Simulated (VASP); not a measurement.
# A VASP study of Ta2CoO6 (LDA + U): structure first, properties next

Aim: relax Ta2CoO6 with LDA + U, compute its properties on that cell and hold them against experiment. The steps: relaxing cell and atoms (LDA + U), second relaxation, single point with fields (LDA + U), band structure (LDA + U), total and projected DOS (LDA + U), independent-particle dielectric function (LDA + U) and core levels (LDA + U). The start is a cell from a database of measured crystal structures.

Calculated with VASP 6.6.1; LDA, DFT+U (Co d 4 eV), spin-polarised from a ferromagnetic start; plane waves and PAW (Ta_pv, Co, O).

**What experiment says.**

For CoTa2O6, trirutile (solid-state synthesised powder, 300 K), “Defect Engineered Room-Temperature Ferromagnetism in Quasi-Two-Dimensional Nitrided CoTa2O6” (2021, arxiv:2104.07804) gives, by powder XRD Rietveld refinement: lattice constant a 4.7375 ± 0.0004 Å; lattice constant c 9.1764 ± 0.0009 Å.

Most raw output is cut from this account.

### 1. The structure

Before any relaxation, the start is as follows. Symmetry: P4_2/mnm, No. 136, tetragonal system. Conventional cell: a = 4.736 Å, b = 4.736 Å, c = 9.171 Å, α = 90.00°, β = 90.00°, γ = 90.00°. Nearest to Ta lie 6 O at 1.97 to 2.01 Å. Nearest to Co lie 6 O at 2.08 to 2.10 Å. O has 2 Ta at 2.01 Å and 1 Co at 2.08 Å nearest. Nearest to O lie 2 Ta at 1.97 to 1.99 Å and 1 Co at 2.10 Å. Farther neighbours and most contacts between anions are not listed.

### 2. Relaxing cell and atoms (LDA + U)

The start need not lie at this functional's minimum. ISIF = 3 frees volume, shape and positions, and EDIFFG sets the threshold on forces and stress at which the search stops. LDA, the lowest rung, knows the local density alone. A Hubbard U penalises fractional filling of the localised shell, which semilocal functionals favour.

INCAR

```
SYSTEM = Ta2CoO6
PREC = Accurate
ENCUT = 520
EDIFF = 1E-06
NELM = 100
ISMEAR = 0
SIGMA = 0.05
LREAL = .FALSE.
ALGO = Normal
GGA = CA
NBANDS = 97
ISPIN = 2
MAGMOM = 0 0 0 0 2 2 0 0 0 0 0 0 0 0 0 0 0 0
LDAU = .TRUE.
LDAUTYPE = 2
LDAUL = -1 2 -1
LDAUU = 0 4 0
LDAUJ = 0 0 0
LDAUPRINT = 1
LASPH = .TRUE.
LMAXMIX = 4
LORBIT = 11
LWAVE = .FALSE.
LCHARG = .FALSE.
KPAR = 8
IBRION = 2
NSW = 60
ISIF = 3
EDIFFG = -0.01
```

POSCAR

```
Ta2CoO6
1.0
    4.7358000000      0.0000000000      0.0000000000
    0.0000000000      4.7358000000      0.0000000000
    0.0000000000      0.0000000000      9.1708000000
Ta Co O
4 2 12
Direct
    0.0000000000      0.0000000000      0.3304000000
    0.5000000000      0.5000000000      0.8304000000
    0.5000000000      0.5000000000      0.1696000000
    0.0000000000      0.0000000000      0.6696000000
    0.0000000000      0.0000000000      0.0000000000
    0.5000000000      0.5000000000      0.5000000000
    0.3109000000      0.3109000000      0.0000000000
    0.1891000000      0.8109000000      0.5000000000
    0.6891000000      0.6891000000      0.0000000000
    0.8109000000      0.1891000000      0.5000000000
    0.2967000000      0.2967000000      0.3255000000
    0.2033000000      0.7967000000      0.8255000000
    0.7033000000      0.7033000000      0.3255000000
    0.7967000000      0.2033000000      0.8255000000
    0.7967000000      0.2033000000      0.1745000000
    0.7033000000      0.7033000000      0.6745000000
    0.2033000000      0.7967000000      0.1745000000
    0.2967000000      0.2967000000      0.6745000000
```

KPOINTS

```
Automatic mesh
0
Gamma
5 5 3
0 0 0
```

PAW data sets: Ta_pv, Co and O (LDA family, release 64).

Started as:

```sh
mpirun -np 8 vasp_std
```

The job ended after 11 min (8 MPI ranks of Intel Xeon Platinum 8259CL at 2.50GHz (Skylake/Cascade Lake), shared host; peak memory 4 GiB).

The magnetic state follows from one typed start and may not be the lowest. The gap is read on the k-mesh alone, so it is an upper bound where the band edges lie off the mesh. The run keeps the 16 symmetry operations of its start, so it cannot find a distortion of lower symmetry.

The steps of the relaxation:

| step | energy less that of the first step (eV) | largest force (eV/Å) | pressure (GPa) | volume (Å³) |
| --- | --- | --- | --- | --- |
| 1 | 0.0000 | 0.1766 | -6.84 | 205.68 |
| 2 | 0.2616 | 1.3129 | 13.99 | 191.48 |
| 3 | -0.1275 | 0.4977 | 0.01 | 200.37 |
| 4 | -0.1574 | 0.0731 | -0.15 | 199.49 |
| 5 | -0.1577 | 0.0603 | -0.12 | 199.38 |
| 6 | -0.1577 | 0.0631 | -0.14 | 199.40 |
| 7 | -0.1588 | 0.0452 | 0.15 | 199.11 |
| 8 | -0.1589 | 0.0574 | 0.22 | 199.05 |
| 9 | -0.1593 | 0.0218 | -0.10 | 199.20 |
| 10 | -0.1594 | 0.0216 | -0.06 | 199.18 |
| 11 | -0.1595 | 0.0096 | 0.06 | 199.12 |

| conventional cell, symmetrised | before | after | change |
| --- | --- | --- | --- |
| a (Å) | 4.736 | 4.700 | -0.7 % |
| b (Å) | 4.736 | 4.700 | -0.7 % |
| c (Å) | 9.171 | 9.013 | -1.7 % |
| volume (Å³/atom) | 11.43 | 11.06 | -3.2 % |

The atoms that moved most (Å, as changes of fractional coordinates times the final cell):

| atom | dx | dy | dz | length |
| --- | --- | --- | --- | --- |
| O7 | -0.016 | -0.016 | 0.000 | 0.023 |
| O8 | 0.016 | -0.016 | 0.000 | 0.023 |
| O10 | -0.016 | 0.016 | 0.000 | 0.023 |
| O9 | 0.016 | 0.016 | 0.000 | 0.023 |
| O11 | 0.000 | 0.000 | 0.012 | 0.012 |
| O15 | 0.000 | 0.000 | -0.012 | 0.012 |
| O17 | 0.000 | 0.000 | -0.012 | 0.012 |
| O13 | 0.000 | 0.000 | 0.012 | 0.012 |

The relaxed structure:

```xyz
18
Lattice="4.7003 0.0000 0.0000 0.0000 4.7003 0.0000 0.0000 0.0000 9.0126" Properties=species:S:1:pos:R:3 pbc="T T T"
Ta    0.0000    0.0000    2.9808
Ta    2.3502    2.3502    7.4871
Ta    2.3502    2.3502    1.5255
Ta    0.0000    0.0000    6.0318
Co    0.0000    0.0000    0.0000
Co    2.3502    2.3502    4.5063
O     1.4450    1.4450    0.0000
O     0.9052    3.7952    4.5063
O     3.2553    3.2553    0.0000
O     3.7952    0.9052    4.5063
O     1.3944    1.3944    2.9452
O     0.9558    3.7445    7.4515
O     3.3060    3.3060    2.9452
O     3.7445    0.9558    7.4515
O     3.7445    0.9558    1.5611
O     3.3060    3.3060    6.0675
O     0.9558    3.7445    1.5611
O     1.3944    1.3944    6.0675
```

This step gave:

- electrons: 134
- bands: 97
- irreducible k-points: 12
- symmetry operations: 16
- free energy (TOTEN): -176.2869 eV
- Fermi energy: 3.470 eV
- pressure: 0.06077 GPa
- moment of the cell, from the last line of the log: 6 μB
- metallic: no
- valence top at k: 0.2, 0.2, 0.3333
- conduction bottom at k: 0.4, 0, 0.3333
- least direct gap at k: 0.4, 0, 0.3333
- SCF cycles over all ionic steps: 82
- gap on the k-mesh: 2.556 eV
- least direct gap on the k-mesh: 2.556 eV

Spin moment in the PAW sphere by atom:

| atom | spin moment in the PAW sphere (μB) |
| --- | --- |
| Ta1 | 0.03 |
| Ta2 | 0.03 |
| Ta3 | 0.03 |
| Ta4 | 0.03 |
| Co5 | 2.69 |
| Co6 | 2.69 |
| O7 | 0.03 |
| O8 | 0.03 |
| O9 | 0.03 |
| O10 | 0.03 |
| O11 | 0.04 |
| O12 | 0.04 |
| O13 | 0.04 |
| O14 | 0.04 |
| O15 | 0.04 |
| O16 | 0.04 |
| O17 | 0.04 |
| O18 | 0.04 |

It ends with a largest force of 0.010 eV/Å and a pressure of 0.06 GPa. The volume lies -3.2 % from that of the database's start, which holds the thermal and zero-point expansion of its experiment. LDA is known to overbind.

### 3. Second relaxation

The basis stayed that of the start cell while the cell moved. A rerun from the cell reached resets it; the error of the finite cutoff stays.

INCAR is that of step 2.

POSCAR

```
Ta2CoO6
1.0
    4.7003239479      0.0000000000      0.0000000000
    0.0000000000      4.7003239479      0.0000000000
    0.0000000000      0.0000000000      9.0126409397
Ta Co O
4 2 12
Direct
    0.0000000000      0.0000000000      0.3307378044
    0.5000000000      0.5000000000      0.8307378044
    0.5000000000      0.5000000000      0.1692621956
    0.0000000000      0.0000000000      0.6692621956
    0.0000000000      0.0000000000      0.0000000000
    0.5000000000      0.5000000000      0.5000000000
    0.3074280485      0.3074280485      0.0000000000
    0.1925719515      0.8074280485      0.5000000000
    0.6925719515      0.6925719515      0.0000000000
    0.8074280485      0.1925719515      0.5000000000
    0.2966538642      0.2966538642      0.3267843514
    0.2033461358      0.7966538642      0.8267843514
    0.7033461358      0.7033461358      0.3267843514
    0.7966538642      0.2033461358      0.8267843514
    0.7966538642      0.2033461358      0.1732156486
    0.7033461358      0.7033461358      0.6732156486
    0.2033461358      0.7966538642      0.1732156486
    0.2966538642      0.2966538642      0.6732156486
```

KPOINTS is that of step 2.

Started as:

```sh
mpirun -np 8 vasp_std
```

Elapsed: 3 min, on 8 MPI ranks; peak memory 3.9 GiB.

Little changed from the start: no atom moved by 0.005 Å and no cell edge by 0.1 %.

Numbers from this step:

```
free energy (TOTEN)             : -176.2773 eV
Fermi energy                    : 3.515 eV
pressure                        : -0.007576 GPa
SCF cycles over all ionic steps : 28
least direct gap on the k-mesh  : 2.557 eV
```

It ends with a largest force of 0.004 eV/Å and a pressure of -0.01 GPa. The volume moved by only 0.03 %, so the volume is settled.

### 4. Single point with fields (LDA + U)

The relaxed cell gets a fresh self-consistent run, on a basis set for its own volume, to fix the density and to check the remaining stress.

INCAR: that of step 3 with these lines changed.

```diff
@@ -23,7 +23,5 @@
 LWAVE = .FALSE.
-LCHARG = .FALSE.
-KPAR = 8
-IBRION = 2
-NSW = 60
-ISIF = 3
-EDIFFG = -0.01
+LCHARG = .TRUE.
+ISIF = 2
+LELF = .TRUE.
+LVHAR = .TRUE.
```

POSCAR

```
Ta2CoO6
1.0
    4.7009886135      0.0000000000      0.0000000000
    0.0000000000      4.7009886135      0.0000000000
    0.0000000000      0.0000000000      9.0130363891
Ta Co O
4 2 12
Direct
    0.0000000000      0.0000000000      0.3307636341
    0.5000000000      0.5000000000      0.8307636341
    0.5000000000      0.5000000000      0.1692363659
    0.0000000000      0.0000000000      0.6692363659
    0.0000000000      0.0000000000      0.0000000000
    0.5000000000      0.5000000000      0.5000000000
    0.3074331901      0.3074331901      0.0000000000
    0.1925668099      0.8074331901      0.5000000000
    0.6925668099      0.6925668099      0.0000000000
    0.8074331901      0.1925668099      0.5000000000
    0.2966403633      0.2966403633      0.3267850621
    0.2033596367      0.7966403633      0.8267850621
    0.7033596367      0.7033596367      0.3267850621
    0.7966403633      0.2033596367      0.8267850621
    0.7966403633      0.2033596367      0.1732149379
    0.7033596367      0.7033596367      0.6732149379
    0.2033596367      0.7966403633      0.1732149379
    0.2966403633      0.2966403633      0.6732149379
```

KPOINTS is that of step 3.

Started as:

```sh
mpirun -np 8 vasp_std
```

Elapsed: 2 min, on 8 MPI ranks; peak memory 1.6 GiB.

With spin, VASP writes an ELF for each channel.

This step gave:

```
SCF cycles          : 18
bands               : 104
free energy (TOTEN) : -176.2774 eV
Fermi energy        : 3.559 eV
pressure            : -0.01719 GPa
```

Valence electrons inside each PAW sphere by angular momentum. Sphere charges, by row:

| atom | s (e) | p (e) | d (e) | tot (e) |
| --- | --- | --- | --- | --- |
| Ta1 | 0.364 | 6.38 | 2.132 | 8.876 |
| Ta2 | 0.364 | 6.38 | 2.132 | 8.876 |
| Ta3 | 0.364 | 6.38 | 2.132 | 8.876 |
| Ta4 | 0.364 | 6.38 | 2.132 | 8.876 |
| Co5 | 0.31 | 0.418 | 7.164 | 7.892 |
| Co6 | 0.31 | 0.418 | 7.164 | 7.892 |
| O7 | 1.555 | 3.502 | 0 | 5.058 |
| O8 | 1.555 | 3.502 | 0 | 5.058 |
| O9 | 1.555 | 3.502 | 0 | 5.058 |
| O10 | 1.555 | 3.502 | 0 | 5.058 |
| O11 | 1.555 | 3.524 | 0 | 5.079 |
| O12 | 1.555 | 3.524 | 0 | 5.079 |
| O13 | 1.555 | 3.524 | 0 | 5.079 |
| O14 | 1.555 | 3.524 | 0 | 5.079 |
| O15 | 1.555 | 3.524 | 0 | 5.079 |
| O16 | 1.555 | 3.524 | 0 | 5.079 |
| O17 | 1.555 | 3.524 | 0 | 5.079 |
| O18 | 1.555 | 3.524 | 0 | 5.079 |

Spin density in the ac plane at fractional y = 0.000, with atoms of Ta and Co within 0.2 Å of it.

Ten even steps from '0' (0.0 e/Å³) to '9' (3.5 e/Å³), each cell a mean:
```
74100000000025
10000000000001
00000000000000
00000000000000
00000000000000
00000000000000
00000000000000
00000000000000
00000000000000
00000000000000
00000000000000
00000000000000
00000000000000
00000000000000
00000000000000
00000000000000
00000000000000
00000000000000
00000000000000
00000000000000
00000000000000
00000000000000
42000000000013
96100000000038
```
Columns run along a (4.7 Å), rows up along c (9.0 Å). Atoms in or near the plane, at fractional coordinates: Ta at (0.00, 0.33), Ta at (0.00, 0.67), Co at (0.00, 0.00).

ELF of up spins in the ac plane at fractional y = 0.000, with atoms of Ta and Co within 0.2 Å of it. It is the smooth field of the valence electrons, not physical close to the nuclei.

Ten even steps from '0' (0.00) to '9' (0.65), each cell a mean:
```
00210000001210
12210000001121
12343100013321
13686200147852
13675200136742
44332100013334
35411000011354
02521100011351
14521000011352
55321000012245
23564100036642
25997300159973
24786200148863
44342100013334
35411000001254
02521100011351
13521000011352
55321000012245
23454100025532
13786200147852
12564200035642
22121000001222
01210000000120
00110000001210
```
Columns run along a (4.7 Å), rows up along c (9.0 Å). Atoms in or near the plane, at fractional coordinates: Ta at (0.00, 0.33), Ta at (0.00, 0.67), Co at (0.00, 0.00).

Valence density in the ac plane at fractional y = 0.000, with atoms of Ta and Co within 0.2 Å of it. It is the smooth field of the valence electrons, not physical close to the nuclei.

Ten steps, logarithmic in the rise over the least value, from '0' (0.0 e/Å³) to '9' (8.5 e/Å³), each cell a mean:
```
98521000001368
65321000001246
33221000012233
22332100012332
33332100012333
55432100012345
77531100012467
87631000012478
87531000012467
66421000012356
43332100012333
33432100013333
33332100013333
54321000012345
77521000012367
87631000012478
87631000012468
66421100012356
43332100012334
23332100012332
22322100012332
54321000001234
87421000001257
98521000001379
```
Columns run along a (4.7 Å), rows up along c (9.0 Å). Atoms in or near the plane, at fractional coordinates: Ta at (0.00, 0.33), Ta at (0.00, 0.67), Co at (0.00, 0.00).

In this run the pressure is -0.02 GPa, small enough to go on.

### 5. Band structure (LDA + U)

Levels along the symmetry lines show where the bands peak and cross; KPOINTS_OPT computes them in the converged potential.

INCAR

```
SYSTEM = Ta2CoO6
PREC = Accurate
ENCUT = 520
EDIFF = 1E-06
NELM = 100
ISMEAR = 0
SIGMA = 0.05
LREAL = .FALSE.
ALGO = Normal
GGA = CA
NBANDS = 120
ISPIN = 2
MAGMOM = 0.026 0.026 0.026 0.026 2.689 2.689 0.029 0.029 0.029 0.029 0.035 0.035 0.035 0.035 0.035 0.035 0.035 0.035
LDAU = .TRUE.
LDAUTYPE = 2
LDAUL = -1 2 -1
LDAUU = 0 4 0
LDAUJ = 0 0 0
LDAUPRINT = 1
LASPH = .TRUE.
LMAXMIX = 4
LORBIT = 11
LWAVE = .FALSE.
LCHARG = .FALSE.
KPAR = 8
```

POSCAR is that of step 4.

KPOINTS is that of step 4.

KPOINTS_OPT

```
Line mode
12
Line-mode
Reciprocal
  0.00000000   0.00000000   0.00000000 GAMMA
  0.00000000   0.50000000   0.00000000 X

  0.00000000   0.50000000   0.00000000 X
  0.50000000   0.50000000   0.00000000 M

  0.50000000   0.50000000   0.00000000 M
  0.00000000   0.00000000   0.00000000 GAMMA

  0.00000000   0.00000000   0.00000000 GAMMA
  0.00000000   0.00000000   0.50000000 Z

  0.00000000   0.00000000   0.50000000 Z
  0.00000000   0.50000000   0.50000000 R

  0.00000000   0.50000000   0.50000000 R
  0.50000000   0.50000000   0.50000000 A

  0.50000000   0.50000000   0.50000000 A
  0.00000000   0.00000000   0.50000000 Z

  0.00000000   0.50000000   0.00000000 X
  0.00000000   0.50000000   0.50000000 R

  0.50000000   0.50000000   0.00000000 M
  0.50000000   0.50000000   0.50000000 A
```

Started as:

```sh
mpirun -np 8 vasp_std
```

Elapsed: 11 min, on 8 MPI ranks; peak memory 7 GiB.

Spin-orbit coupling is off here; with elements this heavy it splits and shifts levels by tenths of an eV or more. Direct gaps are counted within one spin.

Numbers from this step:

```yaml
bands: 120
fermi_energy: 3.479 eV
pressure: -0.01865 GPa
least_gap_on_mesh_and_path: 2.489 eV
least_direct_gap_on_mesh_and_path: 2.506 eV
valence_top_at_k: 0.2273, 0.2273, 0.5
conduction_bottom_at_k: 0, 0.5, 0.5
```

Spin up. The electronic bands at the labelled points (eV, zero at the valence-band top; v1 is the highest filled band, c1 the lowest empty one):

| point | v4 | v3 | v2 | v1 | c1 | c2 | c3 | c4 |
| --- | --- | --- | --- | --- | --- | --- | --- | --- |
| Γ | -1.03 | -0.35 | -0.04 | -0.04 | 2.69 | 2.89 | 3.57 | 3.65 |
| 0.45 of the way | -0.56 | -0.38 | -0.31 | -0.22 | 2.69 | 3.05 | 3.43 | 3.72 |
| X | -0.44 | -0.44 | -0.22 | -0.22 | 3.12 | 3.12 | 3.24 | 3.24 |
| 0.55 of the way | -0.56 | -0.56 | -0.21 | -0.21 | 3.39 | 3.39 | 3.43 | 3.43 |
| M | -0.96 | -0.96 | -0.11 | -0.11 | 3.66 | 3.66 | 3.88 | 3.88 |
| 0.45 of the way | -0.91 | -0.41 | -0.29 | -0.22 | 2.99 | 3.30 | 3.46 | 3.63 |
| Γ | -1.03 | -0.35 | -0.04 | -0.04 | 2.69 | 2.89 | 3.57 | 3.65 |
| 0.45 of the way | -0.90 | -0.39 | -0.08 | -0.08 | 2.79 | 3.00 | 3.51 | 3.52 |
| Z | -0.57 | -0.57 | -0.15 | -0.15 | 3.14 | 3.14 | 3.30 | 3.30 |
| 0.45 of the way | -0.51 | -0.51 | -0.27 | -0.27 | 3.04 | 3.04 | 3.43 | 3.43 |
| R | -0.59 | -0.59 | 0.00 | 0.00 | 3.11 | 3.11 | 3.14 | 3.14 |
| 0.55 of the way | -0.45 | -0.45 | -0.22 | -0.22 | 3.26 | 3.26 | 3.43 | 3.43 |
| A | -0.97 | -0.97 | -0.17 | -0.17 | 3.53 | 3.53 | 3.87 | 3.87 |
| 0.45 of the way | -0.82 | -0.57 | -0.08 | -0.04 | 3.17 | 3.26 | 3.37 | 3.44 |
| Z | -0.57 | -0.57 | -0.15 | -0.15 | 3.14 | 3.14 | 3.30 | 3.30 |
| jump to X | -0.44 | -0.44 | -0.22 | -0.22 | 3.12 | 3.12 | 3.24 | 3.24 |
| 0.55 of the way | -0.54 | -0.54 | -0.08 | -0.08 | 3.09 | 3.09 | 3.20 | 3.20 |
| R | -0.59 | -0.59 | 0.00 | 0.00 | 3.11 | 3.11 | 3.14 | 3.14 |
| jump to M | -0.96 | -0.96 | -0.11 | -0.11 | 3.66 | 3.66 | 3.88 | 3.88 |
| 0.55 of the way | -0.97 | -0.97 | -0.15 | -0.15 | 3.57 | 3.57 | 3.88 | 3.88 |
| A | -0.97 | -0.97 | -0.17 | -0.17 | 3.53 | 3.53 | 3.87 | 3.87 |

Of the projections kept (Ta, Co, O), the largest for each band there; the rest of the weight can lie on other orbitals:

| point | v4 | v3 | v2 | v1 | c1 | c2 | c3 | c4 |
| --- | --- | --- | --- | --- | --- | --- | --- | --- |
| Γ | O 0.99 | O 0.99 | O 0.63 | O 0.63 | Ta 0.90 | Ta 0.73 | Ta 0.87 | Ta 0.84 |
| X | O 0.49 | O 0.49 | O 0.53 | O 0.53 | Ta 0.87 | Ta 0.87 | Ta 0.80 | Ta 0.80 |
| M | O 0.85 | O 0.85 | O 0.59 | O 0.59 | Ta 0.68 | Ta 0.68 | Ta 0.77 | Ta 0.77 |
| Γ | O 0.99 | O 0.99 | O 0.63 | O 0.63 | Ta 0.90 | Ta 0.73 | Ta 0.87 | Ta 0.84 |
| Z | O 1.00 | O 1.00 | O 0.62 | O 0.62 | Ta 0.87 | Ta 0.87 | Ta 0.76 | Ta 0.76 |
| R | Co 0.50 | Co 0.50 | O 0.60 | O 0.60 | Ta 0.83 | Ta 0.83 | Ta 0.88 | Ta 0.88 |

Spin down. The electronic bands at the labelled points (eV, zero at the valence-band top; v1 is the highest filled band, c1 the lowest empty one):

| point | v4 | v3 | v2 | v1 | c1 | c2 | c3 | c4 |
| --- | --- | --- | --- | --- | --- | --- | --- | --- |
| Γ | -0.46 | -0.31 | -0.11 | -0.11 | 2.56 | 2.71 | 2.82 | 2.83 |
| 0.45 of the way | -0.41 | -0.36 | -0.25 | -0.07 | 2.60 | 2.67 | 3.01 | 3.02 |
| X | -0.26 | -0.26 | -0.17 | -0.17 | 2.62 | 2.62 | 3.16 | 3.16 |
| 0.55 of the way | -0.40 | -0.40 | -0.27 | -0.27 | 2.81 | 2.81 | 3.06 | 3.06 |
| M | -0.59 | -0.59 | -0.34 | -0.34 | 2.75 | 2.75 | 3.04 | 3.04 |
| 0.45 of the way | -0.51 | -0.35 | -0.31 | -0.13 | 2.64 | 2.66 | 2.77 | 3.12 |
| Γ | -0.46 | -0.31 | -0.11 | -0.11 | 2.56 | 2.71 | 2.82 | 2.83 |
| 0.45 of the way | -0.42 | -0.35 | -0.07 | -0.07 | 2.61 | 2.68 | 2.79 | 2.83 |
| Z | -0.39 | -0.39 | -0.01 | -0.01 | 2.72 | 2.72 | 2.76 | 2.76 |
| 0.45 of the way | -0.23 | -0.23 | -0.11 | -0.11 | 2.81 | 2.81 | 3.01 | 3.01 |
| R | -0.33 | -0.33 | -0.02 | -0.02 | 2.49 | 2.49 | 3.18 | 3.18 |
| 0.55 of the way | -0.35 | -0.35 | -0.19 | -0.19 | 2.71 | 2.71 | 3.03 | 3.03 |
| A | -0.44 | -0.44 | -0.32 | -0.32 | 2.80 | 2.80 | 2.95 | 2.95 |
| 0.45 of the way | -0.37 | -0.33 | -0.25 | -0.01 | 2.61 | 2.82 | 2.88 | 3.06 |
| Z | -0.39 | -0.39 | -0.01 | -0.01 | 2.72 | 2.72 | 2.76 | 2.76 |
| jump to X | -0.26 | -0.26 | -0.17 | -0.17 | 2.62 | 2.62 | 3.16 | 3.16 |
| 0.55 of the way | -0.31 | -0.31 | -0.07 | -0.07 | 2.54 | 2.54 | 3.15 | 3.15 |
| R | -0.33 | -0.33 | -0.02 | -0.02 | 2.49 | 2.49 | 3.18 | 3.18 |
| jump to M | -0.59 | -0.59 | -0.34 | -0.34 | 2.75 | 2.75 | 3.04 | 3.04 |
| 0.55 of the way | -0.50 | -0.50 | -0.33 | -0.33 | 2.78 | 2.78 | 2.99 | 2.99 |
| A | -0.44 | -0.44 | -0.32 | -0.32 | 2.80 | 2.80 | 2.95 | 2.95 |

Of the projections kept (Ta, Co, O), the largest for each band there; the rest of the weight can lie on other orbitals:

| point | v4 | v3 | v2 | v1 | c1 | c2 | c3 | c4 |
| --- | --- | --- | --- | --- | --- | --- | --- | --- |
| Γ | Co 0.89 | O 0.98 | Co 0.76 | Co 0.76 | Ta 0.57 | Ta 0.90 | Co 0.72 | Co 0.60 |
| X | Co 0.79 | Co 0.79 | Co 0.71 | Co 0.71 | Co 0.64 | Co 0.64 | Ta 0.86 | Ta 0.86 |
| M | Co 0.87 | Co 0.87 | Co 0.86 | Co 0.86 | Co 0.49 | Co 0.49 | Co 0.91 | Co 0.91 |
| Γ | Co 0.89 | O 0.98 | Co 0.76 | Co 0.76 | Ta 0.57 | Ta 0.90 | Co 0.72 | Co 0.60 |
| Z | Co 0.82 | Co 0.82 | Co 0.68 | Co 0.68 | Co 0.62 | Co 0.62 | Ta 0.47 | Ta 0.47 |
| R | Co 0.77 | Co 0.77 | Co 0.71 | Co 0.71 | Co 0.55 | Co 0.55 | Ta 0.88 | Ta 0.88 |

The path lowers the gap by 0.07 eV against the mesh alone, so a band edge lies off the mesh.

[end of part 1 of 2]

[Lines on the potential files, build, host, timing and source positions are cut from VASP's logs without a mark.]

[Logs are printed without paths, hosts, clocks, repeated set-up lines and the standing remarks that a program may print on its own settings, such as how far it seeks lower states.]

[Hosts, paths, dates, database ids (printed as entryN), source tags and the programs' standing remarks are cut or masked in the printed files.]

[A measured line is paired with the nearest computed mode of its activity, which favours agreement.]
